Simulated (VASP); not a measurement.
These are PBEsol GGA, VASP's PBE PAW potentials (set 64) (plane waves; VASP) values and carry that method's errors.

Input for VASP

### INCAR
```
SYSTEM=CoO
PREC=Accurate; ENCUT=520; LREAL=.False.
LASPH=.True.
EDIFF=1E-7; NELM=100; ALGO=Normal
LMAXMIX=4
ISMEAR=-5
GGA=PS
MAGMOM=1.6 0.2
ISPIN=2
ISIF=2
LWAVE=.False.; LCHARG=.True.; LORBIT=11
NEDOS=601
```

File KPOINTS:
```
Automatic
0
G
 16 16 16
```

POSCAR:
```
CoO
1
    0.0000000000     2.1744434744     2.1744434744
    2.1744434744     0.0000000000     2.1744434744
    2.1744434744     2.1744434744     0.0000000000
Co O
1 1
Direct
  0.0000000000   0.0000000000   0.0000000000
  0.2500000000   0.2500000000   0.2500000000
```

POTCAR, in this order: Co O (PBE.64 set). Program: vasp_std.

Output

### OSZICAR
```
       N       E                     dE             d eps       ncg     rms          rms(c)
DAV:   1     0.875822561246E+02    0.87582E+02   -0.72204E+03  7032   0.141E+03
DAV:   2    -0.102279241294E+02   -0.97810E+02   -0.87489E+02  7148   0.286E+02
DAV:   3    -0.166776762564E+02   -0.64498E+01   -0.62125E+01  8144   0.852E+01
DAV:   4    -0.167701838129E+02   -0.92508E-01   -0.92380E-01  7784   0.105E+01
DAV:   5    -0.167726124354E+02   -0.24286E-02   -0.24287E-02  8328   0.175E+00    0.177E+01
DAV:   6    -0.166008105047E+02    0.17180E+00   -0.31893E+01  7792   0.104E+02    0.190E+01
DAV:   7    -0.142935461063E+02    0.23073E+01   -0.13659E+01  7556   0.851E+01    0.725E+00
DAV:   8    -0.142901332934E+02    0.34128E-02   -0.64998E-01  7868   0.107E+01    0.392E+00
DAV:   9    -0.142769876991E+02    0.13146E-01   -0.95631E-02 10444   0.473E+00    0.713E-01
DAV:  10    -0.142778680258E+02   -0.88033E-03   -0.64571E-03  7840   0.133E+00    0.266E-01
DAV:  11    -0.142777021425E+02    0.16588E-03   -0.14810E-03  9964   0.575E-01    0.111E-01
DAV:  12    -0.142778357479E+02   -0.13361E-03   -0.32793E-04 10456   0.323E-01    0.389E-02
DAV:  13    -0.142779049993E+02   -0.69251E-04   -0.33049E-05  8648   0.101E-01    0.176E-02
DAV:  14    -0.142779125302E+02   -0.75309E-05   -0.27247E-06  8580   0.180E-02    0.510E-03
DAV:  15    -0.142779044148E+02    0.81154E-05   -0.74431E-07  8676   0.166E-02    0.303E-03
DAV:  16    -0.142779014142E+02    0.30005E-05   -0.19328E-07  5256   0.689E-03    0.890E-04
DAV:  17    -0.142779013816E+02    0.32654E-07   -0.28977E-08  3672   0.325E-03
   1 F= -.14277901E+02 E0= -.14277901E+02  d E =0.000000E+00  mag=     1.8382
```

File OUTCAR:
```
------------------------ aborting loop because EDIFF is reached ----------------------------------------
  FORCE on cell =-STRESS in cart. coord.  units (eV):
  Direction    XX          YY          ZZ          XY          YZ          ZX
  --------------------------------------------------------------------------------------
  Total       -0.0020677     -0.0020677     -0.0020677      0.0000000     -0.0000000      0.0000000
  in kB       -0.1611089     -0.1611089     -0.1611089      0.0000000     -0.0000000      0.0000000
  external PRESSURE =      -0.1611089 kB  Pullay stress =       0.0000000 kB
  volume of cell :       20.56
      direct lattice vectors                 reciprocal lattice vectors
     0.000000000  2.174443474  2.174443474    -0.229943894  0.229943894  0.229943894
     2.174443474  0.000000000  2.174443474     0.229943894 -0.229943894  0.229943894
     2.174443474  2.174443474  0.000000000     0.229943894  0.229943894 -0.229943894
 POSITION                                       TOTAL-FORCE (eV/Angst)
 -----------------------------------------------------------------------------------
      0.00000      0.00000      0.00000        -0.000000     -0.000000     -0.000000
      1.08722      1.08722      1.08722         0.000000      0.000000      0.000000
 -----------------------------------------------------------------------------------
    total drift:                                0.000000      0.000000      0.000000
  FREE ENERGIE OF THE ION-ELECTRON SYSTEM (eV)
  ---------------------------------------------------
  free  energy   TOTEN  =       -14.2779013816 eV

  energy  without entropy=      -14.2779013816  energy(sigma->0) =      -14.27790138

 total charge

# of ion       s       p       d       tot
------------------------------------------
    1        0.382   0.542   7.334   8.258
    2        1.551   3.438   0.000   4.989
--------------------------------------------------
tot          1.933   3.980   7.334  13.247

 magnetization (x)

# of ion       s       p       d       tot
------------------------------------------
    1        0.008   0.041   1.584   1.633
    2        0.016   0.148   0.000   0.164
--------------------------------------------------
tot          0.024   0.189   1.584   1.798
```
(Selected blocks of OUTCAR.)

The moments were started parallel, and other spin orders were not tried in this run. For a metal the tetrahedron method with Blöchl corrections gives inexact stress and forces.

The structure was generated: CoO was put into the zinc blende type (F-43m), which need not be its known phase. It was relaxed first, which changed the volume by -6 %.
